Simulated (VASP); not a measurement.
Here is the system:

```
V
1.0
   -1.49397     1.49397     1.49397
    1.49397    -1.49397     1.49397
    1.49397     1.49397    -1.49397
V
1
Direct
  0.00000   0.00000   0.00000
```

All values below come from PBE GGA, VASP's PBE PAW potentials (set 64) (plane waves; VASP). Numerical set-up: 400 eV cut-off, Gaussian smearing of 0.050 eV, potentials V_sv.

Task: Estimate the band gap (along the path) with the smallest direct gap where there is one.

Result: 
```yaml
band gap (along the path): none (metal, semimetal or under 0.01 eV)
```

Total energies compare only between runs with the same potentials, cut-off and functional.

The compound is V in the bcc structure. It was relaxed first. The run is not spin-polarised, so no magnetic state was tried.
